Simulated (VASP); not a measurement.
The input files of a VASP run:

KPOINTS:
```
kpoints
0
Gamma
6 6 6
```

**POSCAR**
```
CsBr
8.7816160
  0.5000000276   0.0000000000   0.0000000000
  0.0000000000   0.5000000276   0.0000000000
  0.0000000000   0.0000000000   0.5000000276
Cs Br
1 1
direct
  0.0000000000   0.0000000000   0.0000000000
  0.5000000000   0.5000000000   0.5000000000
```

### INCAR
```
! general
SYSTEM  = CsBr
PREC    = Accurate
ENCUT   = 520
LREAL   = .False.
LASPH   = .True.   ! aspherical one-centre terms

! electronic loop
EDIFF   = 1E-6   ! SCF stop (eV)
NELM    = 100   ! most electronic steps
ALGO    = Normal
LMAXMIX = 4

! smearing
ISMEAR  = 0   ! Gaussian
SIGMA   = 0.05

! functional
GGA     = PE   ! PBE

! output
LWAVE   = .False.
LCHARG  = .True.
```

POTCAR, in this order: Cs_sv Br (PBE.64 set). Program: vasp_std.

Task: Write an equivalent input for Ansatz.

Result: One equivalent input (not run):
Ansatz 0.2 input:
```yaml
crystal:
  lattice:
    - [4.3908082, 0.0000000, 0.0000000]
    - [0.0000000, 4.3908082, 0.0000000]
    - [0.0000000, 0.0000000, 4.3908082]
  atoms:
    - { symbol: Cs, position: [0.0000000, 0.0000000, 0.0000000] }
    - { symbol: Br, position: [0.5000000, 0.5000000, 0.5000000] }
kpoints:
  mp_grid: { grid: [6, 6, 6] }
hamiltonian:
  xc: pbe
  pseudopotentials: { kind: paw }
scf:
  occupations: { method: gaussian, width: 0.05 }
  max_iter: 100
output: { forces: true, stress: true, eigenvalues: true }
```
Limits of the translation: each code has its own PAW files, so the cut-off isn't converted (ENCUT is set for VASP's; basis.ecutwfc is left out, and Ansatz then takes the one that its files recommend); Ansatz stops its SCF on the density residual and VASP on the energy change (EDIFF).

The compound is CsBr in the CsCl type structure. It was relaxed first, which changed the volume by +7 %.
